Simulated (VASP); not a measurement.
```
CELL_PARAMETERS angstrom
      2.91451     0.00000     0.00000
      0.00000     2.91451     0.00000
      0.00000     0.00000     2.91451
ATOMIC_POSITIONS crystal
  Si 0.50000 0.50000 0.50000
  Ru 0.00000 0.00000 0.00000
```

These are r2SCAN meta-GGA, VASP's PBE PAW potentials (set 64) (plane waves; VASP) values and carry that method's errors. Run with 400 eV cut-off, 14×14×14 Γ-centred mesh, tetrahedra with Blöchl corrections, potentials Si Ru_pv.

**Question.** Give the energies of bands 5 to 12 at the high-symmetry points, in eV from the Fermi level.

**Answer.** 
| band | Γ | X | M | R |
|---|---|---|---|---|
| 5 | -5.61 | -9.09 | -4.97 | -7.84 |
| 6 | -5.61 | -4.53 | -4.83 | -7.84 |
| 7 | -1.24 | -3.80 | -4.83 | -3.33 |
| 8 | -1.24 | -3.80 | -2.92 | 0.68 |
| 9 | -1.24 | -0.89 | -2.92 | 0.68 |
| 10 | 2.58 | 1.08 | 0.56 | 2.66 |
| 11 | 2.58 | 5.34 | 3.39 | 2.66 |
| 12 | 2.58 | 8.98 | 4.50 | 2.66 |

It has no gap at this level: it comes out as a metal or semimetal.

The structure comes from a computed database's SiRu entry (Pm-3m); how it stands against other phases isn't given here. It was relaxed first.
